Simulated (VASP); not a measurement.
MnO (relaxed from the CsCl type structure, space group Pm-3m): computed properties

Calculation: PBE GGA, VASP's PBE PAW potentials (set 64) (plane waves; VASP).

```
Item                                                                                                    Value
----------------------------------  -------------------------------------------------------------------------
space group                                                                                       Pm-3m (221)
cell                                a = 2.768 Å, b = 2.768 Å, c = 2.768 Å, α = 90.00°, β = 90.00°, γ = 90.00°
volume per atom                                                                                 10.61 Å³/atom
band gap (over mesh and band path)                                   none (metal, semimetal or under 0.01 eV)
cell moment                                                                                           4.96 μB
density                                                                                            5.55 g/cm³
```

```xyz
2
Lattice="2.7682 0.0000 0.0000 0.0000 2.7682 0.0000 0.0000 0.0000 2.7682" Properties=species:S:1:pos:R:3 pbc="T T T"
Mn     0.0000     0.0000     0.0000
O      1.3841     1.3841     1.3841
```
Starting moments (μB, in the order of the record's atoms Mn O): 4.4 0.2.

The moments were started parallel, and other spin orders were not tried in this run.

The structure was generated: MnO was put into the CsCl type type (Pm-3m), which need not be its known phase. It was relaxed first, which changed the volume by +12 %. Symmetry was kept, so distortions that lower it aren't found.
